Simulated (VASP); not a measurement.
Here is the system:

```
HfB2
1.0
    1.53928    -2.66611     0.00000
    1.53928     2.66611     0.00000
    0.00000     0.00000     3.49139
Hf B
1 2
Cartesian
  1.53928  -2.66611   0.00000
  1.53928   0.88871   1.74570
  1.53928  -0.88871   1.74570
```

Calculation: PBE GGA, VASP's PBE PAW potentials (set 64) (plane waves; VASP). Run with 600 eV cut-off, 10×10×8 Γ-centred mesh, first-order Methfessel-Paxton smearing of 0.10 eV, potentials Hf_pv B.

Problem. Give the stress tensor in GPa (positive for a compressed cell).

Solution. 
```
14.60   0.00   0.00
 0.00  14.60   0.00
 0.00   0.00   5.31
```
The pressure is its mean diagonal, 11.50 GPa.

The compound is HfB2 in the AlB2 type structure. This cell was strained or had an atom moved on purpose.
